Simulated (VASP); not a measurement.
# NbSF₃: harmonic vibrations of a molecule, by dispersion

NbSF₃, molecule in box, 5 atoms in the cell.

| Dispersion | Zero-point energy (eV) | Vibrational entropy at 298 K (meV/K) | Displaced cells | Ionic steps, all stages | Electronic steps, all stages |
|---|---|---|---|---|---|
| D3(BJ) | 0.219 | 0.564 | 30 | 42 | 897 |
| none | 0.219 | 0.565 | 30 | 43 | 897 |

## Input of the first row

INCAR.step1:
```
  PREC = Accurate
  ENCUT = 400
  EDIFF = 1E-8
  ISMEAR = 0
  SIGMA = 0.01
  ISYM = 0
  LREAL = False
  LASPH = True
  NELM = 100
  ALGO = Normal
  LWAVE = False
  LCHARG = False
  GGA = PE
  IVDW = 12
  IBRION = 2
  NSW = 60
  ISIF = 2
  EDIFFG = -0.002
  POTIM = 0.5
```

INCAR.step2, as INCAR.step1 but for:
```
- IBRION = 2
- NSW = 60
- ISIF = 2
- EDIFFG = -0.002
- POTIM = 0.5
+ IBRION = 5
+ NFREE = 2
+ POTIM = 0.015
+ NSW = 1
```

KPOINTS:
```
k-points
0
Gamma
  1 1 1
```

POSCAR.step1:
```
NbSF3
1.0
   12.0000000000      0.0000000000      0.0000000000
    0.0000000000     12.0000000000      0.0000000000
    0.0000000000      0.0000000000     12.0000000000
F Nb S
3 1 1
Direct
    0.4017958300      0.4579875000      0.6254458300
    0.6108875000      0.3797208300      0.5056458300
    0.3912791700      0.3951291700      0.3802208300
    0.4780708300      0.4563875000      0.4916875000
    0.5152375000      0.6237791700      0.4471875000
```

Commands (each step's output is kept before the next begins):
```
cat potpaw_PBE.64/F/POTCAR potpaw_PBE.64/Nb_sv/POTCAR potpaw_PBE.64/S/POTCAR > POTCAR
cp INCAR.step1 INCAR
cp POSCAR.step1 POSCAR
mpirun -np 4 vasp_gam > vasp.out
cp CONTCAR POSCAR
cp INCAR.step2 INCAR
mpirun -np 4 vasp_gam > vasp.out
```

Changes of the last row against the first:
```
(all steps)
- GGA = PE
- IVDW = 12
```

VASP 6.6.1 took 1117 s on 4 cores (AMD EPYC 7R43 (Zen 3)), a shared host.
